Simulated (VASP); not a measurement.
```
BaTiO3
1.0
    4.00755     0.00000     0.00000
    0.00000     4.00755     0.00000
    0.00000     0.00000     4.05414
Ba Ti O
1 1 3
Cartesian
  0.00000   0.00000   4.05223
  2.00377   2.00377   2.07627
  2.00377   2.00377   3.97006
  4.00755   2.00377   1.97248
  2.00377   0.00000   1.97248
```

Level of theory: revTPSS meta-GGA, VASP's PBE PAW potentials (set 64) (plane waves; VASP). Settings: 520 eV cut-off, 6×6×6 Γ-centred mesh, tetrahedra with Blöchl corrections, potentials Ba_sv Ti_sv O.

Unless said otherwise, spin-orbit coupling is left out, though it shifts the bands of the heavy elements here.

Question: What does the run give for the energy per atom (σ→0), band gap (over mesh and band path) with the smallest direct gap where there is one?

Answer: 
| Quantity | Result |
|---|---|
| band gap (over mesh and band path) | 1.83 eV |
| smallest direct gap (over mesh and band path) | 2.16 eV |
| energy per atom (σ→0) | -4.421 eV/atom |

The absolute energy has meaning only against runs of the same code, potentials and settings.

The compound is BaTiO3 in the tetragonal perovskite structure. It was relaxed first.
